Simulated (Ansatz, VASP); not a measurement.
# Ru (Ru strained to the junction's net): VASP beside Ansatz

Wanted: the spread between two codes on one cell, functional and k mesh. The structure shown is the end of the Ansatz relaxation below.

Main program and level: Ansatz 0.2.0; plane waves, with VASP 6.6.1 beside it; single point at PBE.

In doubt: too few empty bands were carried (step 2), so the values of those runs are not to be relied on.

## (1) The starting structure

It takes space group P6_3/mmc (No. 194, hexagonal). The conventional cell has a = 2.786 Å, b = 2.786 Å, c = 4.240 Å, α = 90.00°, β = 90.00°, γ = 120.00°. Nearest to Ru lie 12 Ru at 2.66 to 2.79 Å.

## (2) Ansatz: relaxation, PBE

Ansatz runs on its default PAW (the set named soft_2) files.

This run makes the geometry at which the two programs are then compared.

input.yaml

```yaml
crystal:
  lattice:
    - [2.786, 0.0, 0.0]
    - [-1.393, 2.4127467749, 0.0]
    - [0.0, 0.0, 4.2171330882]
  atoms:
    - { symbol: Ru, position: [0.0, 0.0, 0.0] }
    - { symbol: Ru, position: [0.3333333333, 0.6666666667, 0.5] }
kpoints:
  mp_grid: { grid: [18, 18, 7] }
scf:
  occupations: { method: fermi_dirac, width: 0.1 }
  max_iter: 150
hamiltonian:
  xc: pbe
relax:
  f_tol: 0.01
  max_steps: 40
  cell: { fix: [a, b, angles] }
```

Command:

```bash
$ ansatz run input.yaml --threads 4 --pin off --max-ram 12288MiB --backend cpu --events-out ev --progress --plain --runs-dir out
```

Numbers of over 12 decimals in the logs are rounded to 6 here.

Log:

```text
Engine: ansatz 0.2.0, x86_64-unknown-linux-gnu
Pseudopotentials: kind: paw
Pseudopotential: Ru, paw, valence charge 16, recommended cutoff 420 eV (normal), Ru.paw.azcp
Functional definition: PBE
  parameter kappa = 0.804
  parameter beta = 0.066725
  exchange = pbe_x(kappa = kappa, mu = beta*pi^2/3)
  correlation = pbe_c(beta = beta)
Crystal: 2 atoms, lattice volume = 28.347 Å³
Basis set: ecut = 420 eV, 567 PW (Γ), exchange–correlation on 40×40×60 points (8 copies of the dense FFT grid, shifted against one another)
Bands: 20, of which v1, the nominal top of the filled ones, is band 16 counted from 1 (15 counted from 0)
Symmetry: 24 space group operations
Space group: P63/mmc (ITA 194), of the structure as read, at distance tolerance 3.0e-5 Å
k-points: 148 of 2268
Non-local potential: Ru, projectors of the file, l = 0: 3, l = 1: 2, l = 2: 2, l = 3: 1
PAW form: soft (Blöchl's): semilocal exchange-correlation on the pseudo side does not see the compensation charge
PAW one-centre angular grid: Ru, 590 points (default); XC on 64 Gauss nodes
Initial density: superposition of atomic densities (neutral atoms: chi_scale 0, normalization atom), corrected by the library's trained network
Initial wavefunctions: pseudopotential atomic-orbital guess
Functional: x = pbe(κ = 0.804, μ = 0.219515), c = pbe(β = 0.066725)
SCF iter   1: F=—  HF=-11757.340061 eV  |F-HF|=—  |Δ(HF+E_count)|=         —  Δρ=6.45e-3  dr2=2.47e-3  ethr=1.77e-3  ⟨swp⟩=5.0  Hψ=11481  notcnv=0
preconditioner: auto → none  [metal: Δε(μ)=0.015 eV  Ē_g=5.525 eV  σ=0.100 eV  W_gap=0.04  n_scr=8 (ndim 8)  ℏωp=27.9 eV  f_vac=0.000  D(μ)=1.85/eV (n_scr^D=22)  sad-step TF]
SCF iter   2: F=—  HF=-11757.342904 eV  |F-HF|=—  |Δ(HF+E_count)|=   2.84e-3  Δρ=3.84e-3  dr2=9.18e-4  ethr=7.73e-6  ⟨swp⟩=2.0  Hψ=6419  notcnv=0
SCF iter   3: F=—  HF=-11757.344103 eV  |F-HF|=—  |Δ(HF+E_count)|=   1.20e-3  Δρ=2.64e-4  dr2=3.64e-6  ethr=2.87e-6  ⟨swp⟩=2.0  Hψ=4137  notcnv=0
SCF iter   4: F=—  HF=-11757.344135 eV  |F-HF|=—  |Δ(HF+E_count)|=   3.27e-5  Δρ=1.06e-4  dr2=4.66e-7  ethr=1.14e-8  ⟨swp⟩=2.0  Hψ=5332  notcnv=0
iter 5 did not close the SCF: its close was put off for the readings that it lacked (scf_convergence_deferred on its scf_iter line)
SCF iter   5: F=-11757.344136 eV  HF=-11757.344137 eV  |F-HF|=3.52e-8  |Δ(HF+E_count)|=   1.17e-6  Δρ=2.96e-5  dr2=8.84e-8  ethr=1.46e-9  ⟨swp⟩=2.5  Hψ=4948  notcnv=0
SCF iter   6: F=-11757.344137 eV  HF=-11757.344137 eV  |F-HF|=8.40e-10  |Δ(HF+E_count)|=   6.16e-9  Δρ=3.49e-6  dr2=2.08e-9  ethr=2.76e-10  ⟨swp⟩=3.0  Hψ=11648  notcnv=0
SCF 1 converged in 6 iterations: F = -11757.344137 eV  dr2 = 2.08e-9
  greatest PAW one-centre occupation: 0.998 electrons in one spin orbital (limit 2), on the Ru atom at site 1 (counted from 0), in its partial waves of l = 0
relax step   1: F+E_penalty+E_count = -11757.34413650 eV  Δ(F+E_penalty+E_count) = +0.000e0 eV  max|allowed force component| = 3.238e-17 eV/Å  Δτ_max = 0.0000 Å  P = -7.152 GPa  Ω = 28.347 Å³  fix = [a, b, alpha, beta, gamma]  reactions: a -12.383, b -12.383 GPa  (6 SCF iters, dr2 threshold 1.00e-7 eV, accepted)
[...]
relax step   3: F+E_penalty+E_count = -11757.34567293 eV  Δ(F+E_penalty+E_count) = -1.018e-3 eV  max|allowed force component| = 1.735e-17 eV/Å  Δτ_max = 0.0000 Å  P = -8.864 GPa  Ω = 28.506 Å³  energy of the carried Pulay correction = -7.115e-5 eV  fix = [a, b, alpha, beta, gamma]  reactions: a -13.270, b -13.270 GPa  (6 SCF iters, dr2 threshold 2.00e-7 eV, accepted)
[...]
relax step   4: F+E_penalty+E_count = -11757.34567441 eV  Δ(F+E_penalty+E_count) = -1.486e-6 eV  max|allowed force component| = 7.401e-17 eV/Å  Δτ_max = 0.0000 Å  P = -8.838 GPa  Ω = 28.504 Å³  energy of the carried Pulay correction = -7.005e-5 eV  fix = [a, b, alpha, beta, gamma]  reactions: a -13.257, b -13.257 GPa  (6 SCF iters, dr2 threshold 6.55e-9 eV, accepted)
[...]
relax step   5: F+E_penalty+E_count = -11757.34573903 eV  Δ(F+E_penalty+E_count) = -6.461e-5 eV  max|allowed force component| = 7.170e-17 eV/Å  Δτ_max = 0.0000 Å  P = -8.842 GPa  Ω = 28.504 Å³  fix = [a, b, alpha, beta, gamma]  reactions: a -13.259, b -13.259 GPa  stress off target by 6.88e-3 GPa on what of the cell is left free  SCF on the basis re-selected at this cell (its energy is not comparable with the rows above)  (8 SCF iters)
basis re-selected at this cell: Δ(F+E_penalty+E_count) = -6.461e-5 eV, ΔP = -0.004 GPa vs the last step (what re-selecting the basis moved, of the pressure what is left beyond the Pulay correction that the steps carried, after the strain that the cell walked since its last selection, with what the two solves' SCF thresholds leave and, on support functions, any second-order correction that the steps lacked; it is no m [...]
SCF converged after 8 iterations
Free energy (F): -11757.345739 eV
Harris-Foulkes:  -11757.345739 eV  (|F-HF|=0.00e0)
Internal energy: -11757.284943 eV  (E = F + TS)
E sigma→0 (E₀):  -11757.315341 eV
Entropy (-TS):   -0.060796 eV (-30.398 meV/atom)
Fermi energy:    22.182826 eV
--- Per-component energies (eV) ---
  E_band       = -145.472198
  E_kinetic    = 1025.176064
  E_local      = -2620.910376  (includes V_loc(G=0)·N_el)
  E_nonlocal   = 685.761556
  E_hartree    = 842.204569
  E_xc         = -380.000355
  E_vxc        = -476.965194  (∫ρ·V_xc dr)
  E_paw        = -6921.190777  (= ΣΔE_a)
  E_vpaw       = -442.943022  (= ΣTr[D̂ρ^β])
  E_aug_tail   = -0.000365  (compensation charges beyond the density's cutoff)
  E_ewald      = -4388.325260
  E_smearing   = -0.060796  (= −TS)
  E_closure    = -0.000000  (closes the sum)
  Σ components = -11757.345739   (vs F -11757.345739, Δ=0.00e0)
--- Forces (eV/Å), atoms counted from 1 ---
  atom   1  Ru     0.00000000     0.00000000     0.00000000
  atom   2  Ru     0.00000000    -0.00000000    -0.00000000
  max |Σ_I F_I| component: 4.63e-18 eV/Å
--- Stress (GPa, compression-positive) ---
      -13.259469       0.000000      -0.000000
        0.000000     -13.259469      -0.000000
       -0.000000      -0.000000      -0.006879
  P = ⅓ Tr σ = -8.8419 GPa (-88.419 kbar)
--- Band table (eV; the first three rows and the last of 148) ---
  k-point 0: bands = [... 12 lower, 20.2489, 20.4225, 20.4225, 20.5861, 20.5861, 23.2578, 23.2578, 23.8439]
  k-point 1: bands = [... 12 lower, 20.1255, 20.2660, 20.2660, 20.9518, 20.9518, 23.0759, 23.2904, 23.2904]
  k-point 2: bands = [... 12 lower, 19.8350, 19.9179, 19.9179, 21.5237, 21.6501, 21.6501, 23.2526, 23.2526]
  k-point 147: bands = [... 12 lower, 19.6079, 19.6079, 21.0126, 21.3382, 23.2062, 23.2062, 29.8986, 29.8986]
--- Relaxed structure (4 steps of the walk, 4 accepted, 1 SCFs on fresh bases) ---
  F+E_penalty+E_count = -11757.34573903 eV   max|allowed force component| = 7.170e-17 eV/Å   (the final SCF, on the basis selected at the relaxed cell)
  cell:  # Å, volume = 28.5039 Å³
    - [2.786000, 0, 0.0]
    - [-1.393000, 2.412747, 0.0]
    - [0.0, 0.0, 4.240441]
  atoms:
    - { symbol: Ru, position: [9.251858539620032e-18, -5.0885221963063393e-17, 0.0] }
    - { symbol: Ru, position: [0.333333, 0.666667, 0.500000] }
```

Reading the cycles: dr2 is the Hartree energy of the density residual (eV), the measure of convergence; HF is the Harris–Foulkes estimate of the energy, which meets the free energy F at convergence.

## (3) VASP: single point, PBE

The same cell, functional, mesh and smearing now go to VASP, with its own data sets.

Lines of VASP's logs that name or quote its potential files are left out, and so is its time.

INCAR

```
SYSTEM = Ru
PREC = Accurate
ENCUT = 500
EDIFF = 1E-06
NELM = 120
ISMEAR = -1
SIGMA = 0.1
LREAL = .FALSE.
ALGO = Normal
GGA = PE
NBANDS = 20
LASPH = .TRUE.
LORBIT = 11
LWAVE = .FALSE.
LCHARG = .FALSE.
ISIF = 2
GGA_COMPAT = .FALSE.
```

POSCAR

```
Ru
1.0
    2.7860000000      0.0000000000      0.0000000000
   -1.3930000000      2.4127467749      0.0000000000
    0.0000000000      0.0000000000      4.2404409338
Ru
2
Direct
    0.0000000000      1.0000000000      0.0000000000
    0.3333333334      0.6666666666      0.5000000000
```

KPOINTS

```
Automatic mesh
0
Gamma
18 18 7
0 0 0
```

The projector-augmented-wave data sets are Ru_pv (PBE family, release 64).

Command:

```bash
$ mpirun -np 1 vasp_std
```

Log:

```text
[banner, memory and clock lines left out]
running    1 mpi-ranks, on    1 nodes
 distrk:  each k-point on    1 cores,    1 groups
 distr:  one band on    1 cores,    1 groups

 POSCAR found type information on POSCAR Ru
 POSCAR found :  1 types and       2 ions
 LDA part: xc-table for (Slater+PW92), standard interpolation
 POSCAR, INCAR and KPOINTS ok, starting setup
 FFT: planning ... GRIDC
 FFT: planning ... GRID_SOFT
 FFT: planning ... GRID
 WAVECAR not read
 entering main loop
       N       E                     dE             d eps       ncg     rms          rms(c)
DAV:   1     0.281127846657E+03    0.28113E+03   -0.16599E+04  5920   0.147E+03
DAV:   2    -0.136716269503E+02   -0.29480E+03   -0.28704E+03  6100   0.450E+02
DAV:   3    -0.197650671608E+02   -0.60934E+01   -0.60332E+01  6804   0.717E+01
DAV:   4    -0.198166861396E+02   -0.51619E-01   -0.51570E-01  7316   0.637E+00
DAV:   5    -0.198177762439E+02   -0.10901E-02   -0.10893E-02  7028   0.764E-01    0.159E+01
DAV:   6    -0.185119036492E+02    0.13059E+01   -0.31827E+00  6640   0.178E+01    0.384E+00
DAV:   7    -0.184437565561E+02    0.68147E-01   -0.32489E-01  6892   0.442E+00    0.990E-01
DAV:   8    -0.184375339347E+02    0.62226E-02   -0.19775E-02  6540   0.993E-01    0.268E-01
DAV:   9    -0.184372431674E+02    0.29077E-03   -0.11426E-03  6968   0.365E-01    0.310E-02
DAV:  10    -0.184372521179E+02   -0.89505E-05   -0.10025E-04  6604   0.103E-01    0.242E-02
DAV:  11    -0.184372472481E+02    0.48698E-05   -0.22177E-05  6816   0.447E-02    0.245E-03
DAV:  12    -0.184372467919E+02    0.45619E-06   -0.29816E-07  4220   0.614E-03
   1 F= -.18437247E+02 E0= -.18406811E+02  d E =-.608712E-01
```

OUTCAR, selected parts (step 3):

```text
ion  position               nearest neighbor table
   1  0.000  0.000  0.000-   2 2.66   2 2.66   2 2.66   2 2.66   2 2.66   2 2.66
   2  0.333  0.667  0.500-   1 2.66   1 2.66   1 2.66   1 2.66   1 2.66   1 2.66

  LATTYP: Found a hexagonal cell.
 ALAT       =     2.7860000000
 C/A-ratio  =     1.5220534579

 Subroutine GETGRP returns: Found 24 space group operations
 (whereof 12 operations were pure point group operations)

The static configuration has the point symmetry D_3h.
 The point group associated with its full space group is D_6h.

 Found    148 irreducible k-points:

   k-points           NKPTS =    148   k-points in BZ     NKDIM =    148   number of bands    NBANDS=     20

   dimension x,y,z NGX =    20 NGY =   20 NGZ =   32
   dimension x,y,z NGXF=    40 NGYF=   40 NGZF=   64

   ENCUT  =  500.0 eV  36.75 Ry    6.06 a.u.   5.08  5.08  7.73*2*pi/ulx,y,z

   NELECT =      28.0000    total number of electrons

 k-points in reciprocal lattice and weights: Automatic mesh
   0.00000000  0.00000000  0.00000000       0.000
   0.05555556  0.00000000  0.00000000       0.003
   0.11111111  0.00000000  0.00000000       0.003
   0.16666667  0.00000000  0.00000000       0.003
   0.22222222  0.00000000  0.00000000       0.003
   0.27777778  0.00000000  0.00000000       0.003
   0.33333333  0.00000000  0.00000000       0.003
   0.38888889  0.00000000  0.00000000       0.003
   0.44444444  0.00000000  0.00000000       0.003
[...]
0.33333333  0.27777778  0.42857143       0.011
   0.33333333  0.33333333  0.42857143       0.002

 average (electrostatic) potential at core
       1 -68.0249       2 -68.0249

 E-fermi :  12.0004

 k-point     1 :       0.0000    0.0000    0.0000
  band No.  band energies     occupation
    ...
     11      10.0686      2.00000
     12      10.2427      2.00000
     13      10.2427      2.00000
     14      10.4057      2.00000
     15      10.4057      2.00000
     16      13.0728      0.00004
     17      13.0728      0.00004
     18      13.6658      0.00000
     19      22.2285      0.00000
     20      22.4712      0.00000

 k-point     2 :       0.0556    0.0000    0.0000
  band No.  band energies     occupation
    ...
     11      10.1955      2.00000
     12      10.2288      2.00000
     13      10.3175      2.00000
     14      10.3179      2.00000
     15      10.3411      2.00000
     16      12.2781      0.11712
     17      13.1177      0.00003
     18      14.6068      0.00000
     19      22.2158      0.00000
     20      22.4651      0.00000

 k-point     3 :       0.1111    0.0000    0.0000
  band No.  band energies     occupation
    ...
     12      10.0908      2.00000
     13      10.1677      2.00000
     14      10.5161      2.00000
     15      10.5389      2.00000
     16      11.4923      1.98764
     17      13.2341      0.00001
     18      15.8806      0.00000
     19      22.1748      0.00000
     20      22.4747      0.00000

  Total       -2.3718506     -2.3718506     -0.0160611      0.0000000     -0.0000000      0.0000000
  in kB     -133.3196112   -133.3196112     -0.9027774      0.0000000     -0.0000000      0.0000000
  external PRESSURE =     -89.1806666 kB  Pullay stress =       0.0000000 kB

  energy-cutoff  :      500.00
  volume of cell :       28.50
      direct lattice vectors                 reciprocal lattice vectors
     2.786000000  0.000000000  0.000000000     0.358937545  0.207232688  0.000000000
    -1.393000000  2.412746775  0.000000000     0.000000000  0.414465376  0.000000000
     0.000000000  0.000000000  4.240440934     0.000000000  0.000000000  0.235824532

 POSITION                                       TOTAL-FORCE (eV/Angst)
 -----------------------------------------------------------------------------------
      0.00000      0.00000      0.00000         0.000000      0.000000      0.000000
      0.00000      1.60850      2.12022        -0.000000     -0.000000      0.000000
 -----------------------------------------------------------------------------------
    total drift:                               -0.000001      0.000000      0.000000

  FREE ENERGIE OF THE ION-ELECTRON SYSTEM (eV)
  ---------------------------------------------------
  free  energy   TOTEN  =       -18.4372467919 eV

  energy  without entropy=      -18.3763756193  energy(sigma->0) =      -18.40681121

 total charge
# of ion       s       p       d       tot
------------------------------------------
    1        0.387   6.284   5.907  12.579
    2        0.387   6.284   5.907  12.579
--------------------------------------------------
tot          0.775  12.569  11.815  25.158

[... 3 further parts left out ...]
```

The run ends at a pressure of -8.92 GPa.

## (4) Differences

Known differences besides the potentials themselves: the data sets hold 32 valence electrons in Ansatz (on its default PAW (the set named soft_2) files) and 28 in VASP; the cutoff is 420 eV in Ansatz and 500 eV in VASP; Ansatz's pressure holds a Pulay correction, VASP's none. Total energies have different zeros and are not compared.

The two programs side by side:

```
      quantity  Ansatz   VASP  difference
pressure (GPa)   -8.84  -8.92       +0.08
```

## (5) Results

```
difference in pressure (single point, PBE) : 0.076 GPa
```

**Reading.** The difference in pressure is 0.076 GPa (single point, PBE), within the 1 GPa picked in this series as the mark of a large difference. The data sets hold unlike numbers of valence electrons (32 in Ansatz and 28 in VASP), so part of the differences comes from the potentials. How closely two codes agree says nothing of how well the functional describes the real material.

[Lines on the potential files, build, host, timing and source positions are cut from VASP's logs without a mark.]

[Logs are printed without paths, hosts, clocks, repeated set-up lines and the standing remarks that a program may print on its own settings, such as how far it seeks lower states.]

[Hosts, paths, dates, database ids (printed as entryN), source tags and the programs' standing remarks are cut or masked in the printed files.]
